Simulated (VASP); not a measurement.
# TePb2S (R-3m) in VASP: single point with LDA

Aim: the single point of TePb2S with LDA.

All numbers are computed with VASP 6.6.1; they aren't measurements. Logs are shortened: lines on timing, memory, paths and dates and some standing lists are left out, and cuts for length are marked.

### 1 The structure

Symmetry: R-3m, No. 166, trigonal system. The conventional cell has a = 4.444 Å, b = 4.444 Å, c = 21.780 Å, α = 90.00°, β = 90.00°, γ = 120.00°. Around Te (site symmetry -3m) lie 6 Pb at 3.25 Å. Around Pb (site symmetry 3m) lie 3 S at 3.04 Å and 3 Te at 3.25 Å. Around S (site symmetry -3m) lie 6 Pb at 3.04 Å.

The cell comes from a database or a generator and needn't be the stable form of this composition.

### 2 Single point, LDA

INCAR

```
SYSTEM = TePb2S
PREC = Accurate ; ENCUT = 520
EDIFF = 1E-6 ; ISMEAR = 0
SIGMA = 0.1 ; LREAL = .False.
LASPH = .True. ; NELM = 100
ALGO = Normal ; ISIF = 2
LWAVE = .False. ; LCHARG = .True.
GGA = CA ; LELF = .True.
LVHAR = .True. ; NBANDS = 28
```

KPOINTS

```
Automatic mesh
0
Gamma
  6 6 6
  0 0 0
```

POSCAR

```
TePb2S
1.0
    2.2219760738      1.2828584843      7.2598916063
   -2.2219760738      1.2828584843      7.2598916063
    0.0000000000     -2.5657169687      7.2598916063
Te Pb S
1 2 1
Direct
    0.5000000000      0.5000000000      0.5000000000
    0.7417120000      0.7417120000      0.7417120000
    0.2582880000      0.2582880000      0.2582880000
    0.0000000000      0.0000000000      0.0000000000
```

Potentials or basis: VASP PAW LDA potentials, release 64 (Te, Pb_d, S).

The run is started by

```
cat potpaw_LDA.64/Te/POTCAR potpaw_LDA.64/Pb_d/POTCAR potpaw_LDA.64/S/POTCAR > POTCAR
mpirun -np 1 vasp_std > vasp.out
```

OUTCAR:

```text
SYSTEM = TePb2S
   PREC = Accurate
   ENCUT = 520
   EDIFF = 1E-6
   ISMEAR = 0
   LREAL = .False.
   LASPH = .True.
   NELM = 100
   ISIF = 2
   GGA = CA

 ion  position               nearest neighbor table
   1  0.500  0.500  0.500-   3 3.25   3 3.25   2 3.25   2 3.25   3 3.25   2 3.25
   2  0.742  0.742  0.742-   4 3.04   4 3.04   4 3.04   1 3.25   1 3.25   1 3.25
   3  0.258  0.258  0.258-   4 3.04   4 3.04   4 3.04   1 3.25   1 3.25   1 3.25
   4  0.000  0.000  0.000-   2 3.04   3 3.04   2 3.04   2 3.04   3 3.04   3 3.04

  LATTYP: Found a trigonal (rhomboedric) cell.
 ALAT       =     7.6999304996
 COS(alpha) =     0.8334536414

  Lattice vectors:

 A1 = (   2.2219760738,   1.2828584843,   7.2598916063)
 A2 = (  -2.2219760738,   1.2828584843,   7.2598916063)
 A3 = (   0.0000000000,  -2.5657169687,   7.2598916063)

Analysis of symmetry for initial positions (statically):
=====================================================================
 Subroutine PRICEL returns:
 Original cell was already a primitive cell.

 Routine SETGRP: Setting up the symmetry group for a
 trigonal (rhombohedral) supercell.

 Subroutine GETGRP returns: Found 12 space group operations
 (whereof 12 operations were pure point group operations)
 out of a pool of 12 trial point group operations.

The static configuration has the point symmetry D_3d.

Analysis of symmetry for dynamics (positions and initial velocities):
=====================================================================
 Subroutine PRICEL returns:
 Original cell was already a primitive cell.

 Routine SETGRP: Setting up the symmetry group for a
 trigonal (rhombohedral) supercell.

 Subroutine GETGRP returns: Found 12 space group operations
 (whereof 12 operations were pure point group operations)
 out of a pool of 12 trial point group operations.

The dynamic configuration has the point symmetry D_3d.

 Subroutine INISYM returns: Found 12 space group operations
 (whereof 12 operations are pure point group operations),
 and found     1 'primitive' translations

----------------------------------------------------------------------------------------

                                     Primitive cell

  volume of cell :     124.1651

  direct lattice vectors                    reciprocal lattice vectors
     2.221976074  1.282858484  7.259891606     0.225024925  0.129918201  0.045914368
    -2.221976074  1.282858484  7.259891606    -0.225024925  0.129918201  0.045914368
     0.000000000 -2.565716969  7.259891606     0.000000000 -0.259836402  0.045914368

  length of vectors
     7.699930500  7.699930500  7.699930500     0.263861868  0.263861868  0.263861868

  position of ions in fractional coordinates (direct lattice)
     0.500000000  0.500000000  0.500000000
     0.741712000  0.741712000  0.741712000
     0.258288000  0.258288000  0.258288000
     0.000000000  0.000000000  0.000000000

  ion indices of the primitive-cell ions
   primitive index   ion index
                 1           1
                 2           2
                 3           3
                 4           4

----------------------------------------------------------------------------------------

 KPOINTS: Automatic mesh

Automatic generation of k-mesh.
 Grid dimensions read from file:
 generate k-points for:    6    6    6

 Generating k-lattice:

  Cartesian coordinates                     Fractional coordinates (reciprocal lattice)
     0.037504154  0.021653034  0.007652395     0.166666667  0.000000000 -0.000000000
    -0.037504154  0.021653034  0.007652395     0.000000000  0.166666667 -0.000000000
     0.000000000 -0.043306067  0.007652395    -0.000000000 -0.000000000  0.166666667

  Length of vectors
     0.043976978  0.043976978  0.043976978

  Shift w.r.t. Gamma in fractional coordinates (k-lattice)
     0.000000000  0.000000000  0.000000000

 Subroutine IBZKPT returns following result:
 ===========================================

 Found     32 irreducible k-points:

 Following reciprocal coordinates:
            Coordinates               Weight
  0.000000  0.000000  0.000000      1.000000
  0.166667  0.000000  0.000000      6.000000
  0.333333  0.000000  0.000000      6.000000
  0.500000 -0.000000  0.000000      3.000000
  0.166667  0.166667 -0.000000      6.000000
  0.333333  0.166667  0.000000     12.000000
[... 16 lines left out ...]
  0.500000  0.500000  0.166667      6.000000
 -0.333333  0.500000  0.166667     12.000000
 [... further k-points ...]
   k-points           NKPTS =     32   k-points in BZ     NKDIM =     32   number of bands    NBANDS=     28
   number of dos      NEDOS =    301   number of ions     NIONS =      4
   total plane-waves  NPLWV = 216000
   dimension x,y,z NGX =    60 NGY =   60 NGZ =   60
   dimension x,y,z NGXF=   120 NGYF=  120 NGZF=  120
   ions per type =               1   2   1
   NGX,Y,Z   is equivalent  to a cutoff of  12.95, 12.95, 12.95 a.u.
   NGXF,Y,Z  is equivalent  to a cutoff of  25.91, 25.91, 25.91 a.u.
 SYSTEM =  TePb2S
   PREC   = accura    normal or accurate (medium, high low for compatibility)
   ISTART =      0    job   : 0-new  1-cont  2-samecut
   ICHARG =      2    charge: 1-file 2-atom 10-const
   ISPIN  =      1    spin polarized calculation?
   LNONCOLLINEAR =      F non collinear calculations
   LSORBIT =      F    spin-orbit coupling
   LASPH  =      T    aspherical Exc in radial PAW
   ENCUT  =  520.0 eV  38.22 Ry    6.18 a.u.  14.32 14.32 14.32*2*pi/ulx,y,z
   NELM   =    100;   NELMIN=  2; NELMDL= -5     # of ELM steps
   EDIFF  = 0.1E-05   stopping-criterion for ELM
   LREAL  =      F    real-space projection
   EDIFFG = 0.1E-04   stopping-criterion for IOM
   NSW    =      0    number of steps for IOM
   IBRION =     -1    ionic relax: 0-MD 1-quasi-New 2-CG
   NFREE  =      0    steps in history (QN), initial steepest desc. (CG)
   ISIF   =      2    stress and relaxation
   ISYM   =      2    0-nonsym 1-usesym 2-fastsym
   POTIM  = 0.5000    time-step for ionic-motion
   TEBEG  =    0.0;   TEEND  =   0.0 temperature during run
   PSTRESS=    0.0 pullay stress
   NELECT =      40.0000    total number of electrons
   NUPDOWN=      -1.0000    fix difference up-down
   EMIN   =  10.00;   EMAX   =-10.00  energy-range for DOS
   EFERMI =   0.00;   METHOD = LEGACY
   ISMEAR =     0;   SIGMA  =   0.10  broadening in eV -4-tet -1-fermi 0-gaus
   EFERMI_NEDOS =   21; number of points for ismear=-14 and -15
   IALGO  =     38    algorithm
   IMIX   =      4    mixing-type and parameters
     AMIX     =   0.40;   BMIX     =  1.00
     AMIX_MAG =   1.60;   BMIX_MAG =  1.00
  volume/ion in A,a.u.               =      31.04       209.48
  Fermi-wavevector in a.u.,A,eV,Ry     =   1.122264  2.120771 17.136215  1.259476
  Thomas-Fermi vector in A             =   2.258923
   LORBIT       =      0    0 simple, 1 ext, 2 COOP (PROOUT), +10 PAW based schemes
   GGA     = CA    functional components
   LHFCALC =     F    Hartree Fock is set to
   AEXX    =    0.0000 exact exchange contribution
   IVDW    =     0    specifies the selected vdW correction
   LEPSILON=     F    determine dielectric tensor
   LRPA    =     F    only Hartree local field effects (RPA)
 non-spin polarized calculation
 Gauss-broadening in eV      SIGMA  =   0.10
  energy-cutoff  :      520.00
  volume of cell :      124.17
 maximum number of plane-waves:      3364
 NGX is ok and might be reduce to    60
   NGX = 29   NGY = 29   NGZ = 29

 number of electron      40.0000003 magnetization

 Free energy of the ion-electron system (eV)
  ---------------------------------------------------
  ext. energy  EPLUGINS =         0.00000000
  ---------------------------------------------------
  free energy    TOTEN  =       -18.56864742 eV

  energy without entropy =      -18.56864610  energy(sigma->0) =      -18.56864676

 E-fermi :   5.2064     XC(G=0):  -9.6172

 val. band max:        4.9530079752   @ k =   0.0000   0.0000   0.0000
 cond. band min:       5.4723900880   @ k =   0.5000   0.5000   0.0000
 fundamental gap:      0.5193821128
 Fermi energy:         5.2063675180

 k-point     1 :       0.0000    0.0000    0.0000
  band No.  band energies     occupation
      1     -11.6857      2.00000
      2     -11.6857      2.00000
      3     -11.6713      2.00000
      4     -11.6713      2.00000
      5     -11.6659      2.00000
      6     -11.6653      2.00000
[... 20 lines left out ...]
     27      11.1554      0.00000
     28      11.2958      0.00000

 k-point     2 :       0.1667    0.0000    0.0000
  band No.  band energies     occupation
      1     -11.6972      2.00000
      2     -11.6803      2.00000
      3     -11.6755      2.00000
      4     -11.6707      2.00000
      5     -11.6684      2.00000
      6     -11.6609      2.00000
[... 20 lines left out ...]
     27      10.6366      0.00000
     28      11.8819      0.00000

 k-point     3 :       0.3333    0.0000    0.0000
  band No.  band energies     occupation
      1     -11.7191      2.00000
      2     -11.6886      2.00000
      3     -11.6776      2.00000
      4     -11.6738      2.00000
      5     -11.6635      2.00000
      6     -11.6577      2.00000
[... 20 lines left out ...]
     27      10.2928      0.00000
     28      11.6078      0.00000

 k-point     4 :       0.5000   -0.0000    0.0000
  band No.  band energies     occupation
      1     -11.7285      2.00000
      2     -11.6980      2.00000
      3     -11.6785      2.00000
      4     -11.6756      2.00000
      5     -11.6602      2.00000
      6     -11.6593      2.00000
[... 578 lines left out ...]
     27      11.0458      0.00000
     28      12.3953      0.00000

 k-point    23 :       0.5000    0.5000    0.1667
  band No.  band energies     occupation
      1     -11.7307      2.00000
      2     -11.6857      2.00000
      3     -11.6827      2.00000
      4     -11.6767      2.00000
      5     -11.6627      2.00000
      6     -11.6560      2.00000
[... 20 lines left out ...]
     27      10.0472      0.00000
     28      12.2408      0.00000

 k-point    24 :      -0.3333    0.5000    0.1667
  band No.  band energies     occupation
      1     -11.7343      2.00000
      2     -11.6981      2.00000
      3     -11.6770      2.00000
      4     -11.6746      2.00000
      5     -11.6624      2.00000
      6     -11.6578      2.00000
[... 20 lines left out ...]
     27      10.1308      0.00000
     28      11.9216      0.00000

 [... further k-points ...]
[... 5 lines left out ...]
  --------------------------------------------------------------------------------------
  -------------------------------------------------------------------------------------
  Total       -3.0757216     -3.0757216     -3.0760642      0.0000000      0.0000000      0.0000000
  in kB      -39.6878978    -39.6878978    -39.6923180      0.0000000      0.0000000      0.0000000
  external PRESSURE =     -39.6893712 kB  Pullay stress =       0.0000000 kB

 VOLUME and BASIS-vectors are now :
 -----------------------------------------------------------------------------
  energy-cutoff  :      520.00
  volume of cell :      124.17
      direct lattice vectors                 reciprocal lattice vectors
     2.221976074  1.282858484  7.259891606     0.225024925  0.129918201  0.045914368
    -2.221976074  1.282858484  7.259891606    -0.225024925  0.129918201  0.045914368
     0.000000000 -2.565716969  7.259891606     0.000000000 -0.259836402  0.045914368

 POSITION                                       TOTAL-FORCE (eV/Angst)
 -----------------------------------------------------------------------------------
      0.00000     -0.00000     10.88984         0.000000      0.000000     -0.000000
      0.00000     -0.00000     16.15425         0.000000      0.000000     -0.039615
      0.00000     -0.00000      5.62543         0.000000     -0.000000      0.039615
      0.00000      0.00000      0.00000         0.000000      0.000000     -0.000000
 -----------------------------------------------------------------------------------
    total drift:                               -0.000000     -0.000000      0.000000

  FREE ENERGIE OF THE ION-ELECTRON SYSTEM (eV)
  ---------------------------------------------------
  free  energy   TOTEN  =       -18.5686474196 eV

  energy  without entropy=      -18.5686461007  energy(sigma->0) =      -18.56864676
```

It took 95 s on 1 thread of Intel Xeon 6975P-C (Granite Rapids), shared host; peak memory 0.43 GiB.

Results:

| Quantity | Value |
| --- | --- |
| Free energy | -18.5686 eV |
| Pressure | -4.0 GPa |
| Largest force | 0.040 eV/Å |
| Band gap on the k mesh | 0.52 eV, indirect (least direct gap 0.55 eV) |

Forces on the atoms (eV/Å):
```
Te   0.000  0.000  0.000
Pb   0.000  0.000 -0.040
Pb   0.000  0.000  0.040
S    0.000  0.000  0.000
```

Levels at points of the mesh, in eV from the valence-band top:
| k point | band 17 | band 18 | band 19 | band 20 | band 21 | band 22 | band 23 | band 24 |
| --- | --- | --- | --- | --- | --- | --- | --- | --- |
| (0.00, 0.00, 0.00) | -1.50 | -0.63 | -0.63 | 0.00 | 0.63 | 1.60 | 1.60 | 4.44 |
| (0.50, 0.00, 0.00) | -2.60 | -1.95 | -1.86 | -1.70 | 2.98 | 3.03 | 3.36 | 3.50 |
| (0.50, 0.50, 0.00) | -2.79 | -1.10 | -0.96 | -0.03 | 0.52 | 1.64 | 1.68 | 3.70 |
| (0.50, 0.50, 0.50) | -0.98 | -0.83 | -0.75 | -0.75 | 2.18 | 2.49 | 2.60 | 2.60 |

Caveat: spin-orbit coupling is left out, which as a rule narrows the gap of such compounds by several tenths of an eV. A k mesh can miss the band edges.
